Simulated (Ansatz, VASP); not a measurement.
**Cross-check of ZrInB (ZrInB in the AlB2 type) between VASP and Ansatz**

Wanted: the spread between two codes on one cell, functional and k mesh. The cell is generated by rule, not measured, and may not be a known phase. The cell is taken from a series of runs on this material, whose earlier steps may have relaxed, scaled, displaced or heated it; both programs get it as it stands.

Program: Ansatz 0.2.0. Level of theory: plane waves, with VASP 6.6.1 beside it; single point at PBEsol. Results are calculated unless marked as measured.

The structure was built from a prototype and need not be the compound's stable phase.

## Step 1: Starting point

It takes space group P-6m2 (No. 187, hexagonal). Conventional cell: a = 3.957 Å, b = 3.957 Å, c = 4.155 Å, α = 90.00°, β = 90.00°, γ = 120.00°. Zr has 6 In at 3.09 Å and 6 B at 3.09 Å nearest. Nearest to B lie 3 In at 2.28 Å and 6 Zr at 3.09 Å. Nearest to In lie 3 B at 2.28 Å and 6 Zr at 3.09 Å. Farther neighbours are not listed.

## Step 2: VASP: single point, PBEsol

A single point gives forces, pressure and levels at one fixed geometry, so differences don't come from the geometry; what else differs is listed under the comparison.

Lines of VASP's logs that name or quote its potential files are left out, and so is its time.

The input, INCAR:

```
SYSTEM = ZrInB
PREC = Accurate
ENCUT = 500
EDIFF = 1E-06
NELM = 120
ISMEAR = 0
SIGMA = 0.1
LREAL = .FALSE.
ALGO = Normal
GGA = PS
NBANDS = 20
LASPH = .TRUE.
LORBIT = 11
LWAVE = .FALSE.
LCHARG = .FALSE.
ISIF = 2
GGA_COMPAT = .FALSE.
```

The input, POSCAR:

```
ZrInB
1.0
    3.9571100000      0.0000000000      0.0000000000
   -1.9785500000      3.4269500000      0.0000000000
    0.0000000000      0.0000000000      4.1549600000
Zr B In
1 1 1
Direct
    0.0000000000      0.0000000000      0.0000000000
    0.3333333333      0.6666666667      0.5000000000
    0.6666666667      0.3333333333      0.5000000000
```

The input, KPOINTS:

```
Automatic mesh
0
Gamma
6 6 4
0 0 0
```

Potentials, in the order of the species: Zr_sv, B and In_d (PBE family, release 64).

On the command line:

```bash
mpirun -np 1 vasp_std
```

Numbers of over 12 decimals in the logs are rounded to 6 here.

Log:

```text
[banner, memory and clock lines left out]
running    1 mpi-ranks, on    1 nodes
 distrk:  each k-point on    1 cores,    1 groups
 distr:  one band on    1 cores,    1 groups

 POSCAR found type information on POSCAR ZrB In
 POSCAR found :  3 types and       3 ions
|                                                                             |
|               ----> ADVICE to this user running VASP <----                  |
|                                                                             |
|     You enforced a specific xc type in the INCAR file but a different       |
|     [... a line on the potential file left out ...]
|     I HOPE YOU KNOW WHAT YOU ARE DOING!                                     |
|                                                                             |

 LDA part: xc-table for (Slater+PW92), standard interpolation
 POSCAR, INCAR and KPOINTS ok, starting setup
 FFT: planning ... GRIDC
 FFT: planning ... GRID_SOFT
 FFT: planning ... GRID
 WAVECAR not read
 entering main loop
       N       E                     dE             d eps       ncg     rms          rms(c)
DAV:   1     0.253296940052E+03    0.25330E+03   -0.13761E+04   848   0.164E+03
DAV:   2    -0.804974869792E+00   -0.25410E+03   -0.24571E+03   864   0.424E+02
DAV:   3    -0.196903868623E+02   -0.18885E+02   -0.18520E+02  1004   0.121E+02
DAV:   4    -0.208302640862E+02   -0.11399E+01   -0.11296E+01  1460   0.225E+01
DAV:   5    -0.208552201325E+02   -0.24956E-01   -0.24941E-01  1068   0.279E+00    0.114E+01
DAV:   6    -0.185159882608E+02    0.23392E+01   -0.95378E+00   952   0.183E+01    0.442E+00
DAV:   7    -0.184814157471E+02    0.34573E-01   -0.78209E-01  1272   0.585E+00    0.200E+00
DAV:   8    -0.184542067971E+02    0.27209E-01   -0.75477E-02   968   0.161E+00    0.664E-01
DAV:   9    -0.184516294946E+02    0.25773E-02   -0.58228E-03  1192   0.645E-01    0.288E-01
DAV:  10    -0.184513394298E+02    0.29006E-03   -0.18617E-03  1124   0.351E-01    0.388E-02
DAV:  11    -0.184513050052E+02    0.34425E-04   -0.22829E-04  1292   0.118E-01    0.214E-02
DAV:  12    -0.184513056611E+02   -0.65585E-06   -0.20869E-05   936   0.322E-02    0.673E-03
DAV:  13    -0.184513038927E+02    0.17684E-05   -0.43612E-06   980   0.159E-02    0.217E-03
DAV:  14    -0.184513037661E+02    0.12655E-06   -0.50454E-07   564   0.499E-03
   1 F= -.18451304E+02 E0= -.18449328E+02  d E =-.395155E-02
```

OUTCAR, selected parts (step 2):

```text
ion  position               nearest neighbor table
   1  0.000  0.000  0.000-   3 3.09   3 3.09   3 3.09   3 3.09   3 3.09   3 3.09
   2  0.333  0.667  0.500-   3 2.28   3 2.28   3 2.28
   3  0.667  0.333  0.500-   2 2.28   2 2.28   2 2.28   1 3.09   1 3.09   1 3.09   1 3.09   1 3.09
                             1 3.09

  LATTYP: Found a hexagonal cell.
 ALAT       =     3.9571100000
 C/A-ratio  =     1.0499986101

 Subroutine GETGRP returns: Found 12 space group operations
 (whereof 12 operations were pure point group operations)

The static configuration has the point symmetry D_3h.

 Found     21 irreducible k-points:

   k-points           NKPTS =     21   k-points in BZ     NKDIM =     21   number of bands    NBANDS=     20

   dimension x,y,z NGX =    30 NGY =   30 NGZ =   30
   dimension x,y,z NGXF=    60 NGYF=   60 NGZF=   60

   ENCUT  =  500.0 eV  36.75 Ry    6.06 a.u.   7.21  7.21  7.58*2*pi/ulx,y,z

   NELECT =      28.0000    total number of electrons

 k-points in reciprocal lattice and weights: Automatic mesh
   0.00000000  0.00000000  0.00000000       0.007
   0.16666667  0.00000000  0.00000000       0.042
   0.33333333  0.00000000  0.00000000       0.042
   0.50000000 -0.00000000  0.00000000       0.021
   0.16666667  0.16666667  0.00000000       0.042
   0.33333333  0.16666667  0.00000000       0.083
   0.33333333  0.33333333  0.00000000       0.014
   0.00000000  0.00000000  0.25000000       0.014
   0.16666667  0.00000000  0.25000000       0.083
[...]
0.33333333  0.16666667  0.50000000       0.083
   0.33333333  0.33333333  0.50000000       0.014

 average (electrostatic) potential at core
       1 -76.4104       2 -25.3737       3 -92.8226

 E-fermi :   8.2843

 k-point     1 :       0.0000    0.0000    0.0000
  band No.  band energies     occupation
    ...
     10      -2.1242      2.00000
     11       6.7129      2.00000
     12       6.7266      2.00000
     13       6.7266      2.00000
     14       6.7947      2.00000
     15       9.4005      0.00000
     16       9.4005      0.00000
     17       9.4670      0.00000
     18      10.6125      0.00000
     19      10.6125      0.00000
    ...

 k-point     2 :       0.1667    0.0000    0.0000
  band No.  band energies     occupation
    ...
     10      -1.7743      2.00000
     11       5.3877      2.00000
     12       6.4809      2.00000
     13       6.6632      2.00000
     14       6.9586      2.00000
     15       9.3461      0.00000
     16       9.5513      0.00000
     17      10.0127      0.00000
     18      10.0888      0.00000
     19      10.5752      0.00000
    ...

 k-point     3 :       0.3333    0.0000    0.0000
  band No.  band energies     occupation
    ...
     10      -0.7401      2.00000
     11       3.1369      2.00000
     12       6.2552      2.00000
     13       6.3869      2.00000
     14       6.8951      2.00000
     15       9.2426      0.00000
     16       9.5914      0.00000
     17       9.9609      0.00000
     18      10.6351      0.00000
     19      11.0296      0.00000
    ...

  Total       -4.1522139     -4.1521951     -6.3350076     -0.0000061      0.0000000      0.0000000
  in kB     -118.0694570   -118.0689205   -180.1378550     -0.0001723      0.0000000      0.0000000
  external PRESSURE =    -138.7587441 kB  Pullay stress =       0.0000000 kB

  energy-cutoff  :      500.00
  volume of cell :       56.34
      direct lattice vectors                 reciprocal lattice vectors
     3.957110000  0.000000000  0.000000000     0.252709680  0.145901964  0.000000000
    -1.978550000  3.426950000  0.000000000     0.000000000  0.291804666  0.000000000
     0.000000000  0.000000000  4.154960000     0.000000000  0.000000000  0.240676204

 POSITION                                       TOTAL-FORCE (eV/Angst)
 -----------------------------------------------------------------------------------
      0.00000      0.00000      0.00000        -0.000000     -0.000000      0.000000
      0.00000      2.28463      2.07748         0.000000      0.000000      0.000000
      1.97856      1.14232      2.07748         0.000000      0.000000      0.000000
 -----------------------------------------------------------------------------------
    total drift:                               -0.000009     -0.000016      0.000000

  FREE ENERGIE OF THE ION-ELECTRON SYSTEM (eV)
  ---------------------------------------------------
  free  energy   TOTEN  =       -18.4513037661 eV

  energy  without entropy=      -18.4473522177  energy(sigma->0) =      -18.44932799

 total charge
# of ion       s       p       d       tot
------------------------------------------
    1        2.113   5.940   1.539   9.592
    2        0.636   0.955   0.000   1.591
    3        0.847   1.035   9.882  11.764
--------------------------------------------------
tot          3.595   7.930  11.422  22.947

[... 3 further parts left out ...]
```

The k-mesh is coarse for a metal.

The run ends at a pressure of -13.88 GPa.

## Step 3: Ansatz: single point, PBEsol

Ansatz runs on its PAW soft_1 files.

The same cell, functional, mesh and smearing now go to Ansatz, which takes its cutoff from its data sets.

The input, input.yaml:

```yaml
crystal:
  lattice:
    - [3.95711, 0.0, 0.0]
    - [-1.97855, 3.42695, 0.0]
    - [0.0, 0.0, 4.15496]
  atoms:
    - { symbol: Zr, position: [0.0, 0.0, 0.0] }
    - { symbol: B, position: [0.33333333, 0.66666667, 0.5] }
    - { symbol: In, position: [0.66666667, 0.33333333, 0.5] }
kpoints:
  mp_grid: { grid: [6, 6, 4] }
hamiltonian:
  xc: pbesol
  pseudopotentials: { kind: paw, azcp: { folder: soft_1 }, xc_functional: pbe }
scf:
  occupations: { method: gaussian, width: 0.1 }
output:
  forces: true
  stress: true
  eigenvalues: true
```

On the command line:

```bash
ansatz run input.yaml --threads 4 --pin off --max-ram 12288MiB --backend cpu --events-out ev --progress --plain --runs-dir out
```

Log:

```text
Engine: ansatz 0.2.0, aarch64-unknown-linux-gnu
Pseudopotentials: kind: paw
Pseudopotential: Zr, paw, valence charge 12, recommended cutoff 420 eV (normal), soft_1/Zr.paw.azcp
Pseudopotential: B, paw, valence charge 3, recommended cutoff 420 eV (normal), soft_1/B.paw.azcp
Pseudopotential: In, paw, valence charge 13, recommended cutoff 420 eV (normal), soft_1/In.paw.azcp
Functional definition: PBEsol
  exchange = pbesol_x
  correlation = pbesol_c
Crystal: 3 atoms, lattice volume = 56.345 Å³
Basis set: ecut = 420 eV, 1105 PW (Γ), exchange–correlation on 54×54×60 points (8 copies of the dense FFT grid, shifted against one another)
Bands: 18, of which v1, the nominal top of the filled ones, is band 14 counted from 1 (13 counted from 0)
Symmetry: 12 space group operations
Space group: P-6m2 (ITA 187), of the structure as read, at distance tolerance 3.8e-5 Å
k-points: 21 of 144 (time reversal used)
Non-local potential: Zr, projectors of the file, l = 0: 3, l = 1: 2, l = 2: 2, l = 3: 1
Non-local potential: B, projectors of the file, l = 0: 2, l = 1: 2, l = 2: 1
Non-local potential: In, projectors of the file, l = 0: 2, l = 1: 2, l = 2: 2, l = 3: 1
PAW form: soft (Blöchl's): semilocal exchange-correlation on the pseudo side does not see the compensation charge
PAW frozen core: Zr, regenerated for the run's functional, and the local potential with it (the file was generated under x = pbe(κ = 0.804, μ = 0.219515), c = pbe(β = 0.066725))
PAW frozen core: B, regenerated for the run's functional, and the local potential with it (the file was generated under x = pbe(κ = 0.804, μ = 0.219515), c = pbe(β = 0.066725))
PAW frozen core: In, regenerated for the run's functional, and the local potential with it (the file was generated under x = pbe(κ = 0.804, μ = 0.219515), c = pbe(β = 0.066725))
PAW one-centre angular grid: Zr, 590 points (default); XC on 64 Gauss nodes
PAW one-centre angular grid: B, 110 points (default); XC on 64 Gauss nodes
PAW one-centre angular grid: In, 590 points (default); XC on 64 Gauss nodes
Initial density: superposition of atomic densities (chi_scale 0.1, normalization cell, long waves kept (reshape's long-wave potential 0.00 eV rms))
Initial wavefunctions: pseudopotential atomic-orbital guess
Functional: x = pbesol(κ = 0.804, μ = 0.123457), c = pbesol(β = 0.046)
SCF iter   1: F=—  HF=-9806.660284 eV  |F-HF|=—  |Δ(HF+E_count)|=         —  Δρ=4.12e-2  dr2=1.65e0  ethr=3.10e-3  ⟨swp⟩=5.8  Hψ=1705  notcnv=0
preconditioner: auto → Kerker (q_TF=auto, 2.428 Å⁻¹)  [metal: Δε(μ)=0.096 eV  Ē_g=10.088 eV  σ=0.100 eV  W_gap=0.48  n_scr=20 (ndim 8)  ℏωp=22.1 eV  f_vac=0.000  D(μ)=0.69/eV (n_scr^D=0)]
SCF iter   2: F=—  HF=-9806.202702 eV  |F-HF|=—  |Δ(HF+E_count)|=   4.58e-1  Δρ=1.93e-2  dr2=2.82e-1  ethr=3.10e-3  ⟨swp⟩=2.0  Hψ=839  notcnv=0
preconditioner: auto → Resta (q_TF=auto, 2.428 Å⁻¹)  ε∞=5.4  [insulator: Δε(μ)=0.328 eV  Ē_g=10.562 eV  σ=0.100 eV  W_gap=0.55  n_scr=20 (ndim 8)  ℏωp=22.1 eV  f_vac=0.000  D(μ)=0.77/eV (n_scr^D=2)  ε∞_Penn≈5.4]
SCF iter   3: F=—  HF=-9806.142622 eV  |F-HF|=—  |Δ(HF+E_count)|=   6.01e-2  Δρ=6.87e-3  dr2=2.44e-2  ethr=1.01e-3  ⟨swp⟩=2.1  Hψ=642  notcnv=0
SCF iter   4: F=—  HF=-9806.137840 eV  |F-HF|=—  |Δ(HF+E_count)|=   4.78e-3  Δρ=8.97e-4  dr2=7.11e-4  ethr=8.73e-5  ⟨swp⟩=2.1  Hψ=493  notcnv=0
SCF iter   5: F=—  HF=-9806.137719 eV  |F-HF|=—  |Δ(HF+E_count)|=   1.21e-4  Δρ=2.84e-4  dr2=6.92e-5  ethr=2.54e-6  ⟨swp⟩=2.0  Hψ=680  notcnv=0
SCF iter   6: F=—  HF=-9806.137692 eV  |F-HF|=—  |Δ(HF+E_count)|=   2.63e-5  Δρ=6.69e-5  dr2=3.19e-6  ethr=2.47e-7  ⟨swp⟩=2.5  Hψ=510  notcnv=0
SCF iter   7: F=-9806.137692 eV  HF=-9806.137692 eV  |F-HF|=7.74e-9  |Δ(HF+E_count)|=   1.46e-7  Δρ=1.01e-5  dr2=5.83e-8  ethr=3.57e-10  ⟨swp⟩=4.0  Hψ=1670  notcnv=0
SCF 1 converged in 7 iterations: F = -9806.137692 eV  dr2 = 5.83e-8
  greatest PAW one-centre occupation: 0.994 electrons in one spin orbital (limit 2), on the Zr atom at site 0 (counted from 0), in its partial waves of l = 0
SCF converged after 7 iterations
Free energy (F): -9806.137692 eV
Harris-Foulkes:  -9806.137692 eV  (|F-HF|=7.74e-9)
Internal energy: -9806.133741 eV  (E = F + TS)
E sigma→0 (E₀):  -9806.135717 eV
Entropy (-TS):   -0.003951 eV (-1.317 meV/atom)
Fermi energy:    12.012800 eV
--- Per-component energies (eV) ---
  E_band       = -117.255835
  E_kinetic    = 575.991154
  E_local      = -1687.549835  (includes V_loc(G=0)·N_el)
  E_nonlocal   = 411.589178
  E_hartree    = 632.806023
  E_xc         = -325.244082
  E_vxc        = -307.095509  (∫ρ·V_xc dr)
  E_paw        = -7122.796784  (= ΣΔE_a)
  E_vpaw       = -375.805056  (= ΣTr[D̂ρ^β])
  E_aug_tail   = 0.000120  (compensation charges beyond the density's cutoff)
  E_ewald      = -2291.345851
  E_core_change = 0.416335  (= ΣΔE_core)
  E_smearing   = -0.003951  (= −TS)
  E_closure    = 0.000000  (closes the sum)
  Σ components = -9806.137692   (vs F -9806.137692, Δ=0.00e0)
--- Forces (eV/Å), atoms counted from 1 ---
  atom   1  Zr     0.00000000    -0.00000000     0.00000000
  atom   2  B      0.00000000    -0.00000000    -0.00000000
  atom   3  In    -0.00000000     0.00000000    -0.00000000
  max |Σ_I F_I| component: 5.55e-17 eV/Å
--- Stress (GPa, compression-positive) ---
      -11.826970       0.000000      -0.000000
        0.000000     -11.826970      -0.000000
       -0.000000      -0.000000     -18.049923
  P = ⅓ Tr σ = -13.9013 GPa (-139.013 kbar)
--- Band table (eV; the first three rows and the last of 21) ---
  k-point 0: bands = [... 10 lower, 10.4429, 10.4550, 10.4550, 10.5237, 13.1283, 13.1283, 13.1890, 14.3378]
  k-point 1: bands = [... 10 lower, 8.0307, 10.9203, 10.9203, 12.0412, 12.3424, 12.3424, 13.8651, 13.8651]
  k-point 2: bands = [... 10 lower, 6.5795, 11.7292, 11.7292, 12.2765, 12.2765, 12.3518, 12.3518, 12.9189]
  k-point 20: bands = [... 10 lower, 5.4341, 8.2105, 9.7988, 9.8355, 13.6864, 13.9539, 14.5210, 14.9806]
```

In the SCF lines HF is the Harris–Foulkes energy and dr2 the Hartree energy of the density residual, in eV; the loop may stop once dr2 is under the threshold and the program's other checks hold. Hψ counts applications of the Hamiltonian.

The run ends at a pressure of -13.90 GPa.

## Step 4: Comparison

Known differences besides the potentials themselves: the cutoff is 420 eV in Ansatz and 500 eV in VASP; Ansatz makes its cores anew for this functional, VASP keeps those of its PBE data sets. Total energies have different zeros and are not compared.

The two programs side by side:

```
      quantity  Ansatz    VASP  difference
pressure (GPa)  -13.90  -13.88       -0.03
```

## Step 5: Outcome

| Property | Result |
| --- | --- |
| difference in pressure (single point, PBEsol) | -0.025 GPa |

The difference in pressure is -0.025 GPa (single point, PBEsol), within the 1 GPa picked in this series as the mark of a large difference. Such differences can come from data sets, numerical settings and the points named under the comparisons, not from the functional's error against experiment.

[Lines on the potential files, build, host, timing and source positions are cut from VASP's logs without a mark.]

[Logs are printed without paths, hosts, clocks, repeated set-up lines and the standing remarks that a program may print on its own settings, such as how far it seeks lower states.]

[Hosts, paths, dates, database ids (printed as entryN), source tags and the programs' standing remarks are cut or masked in the printed files.]
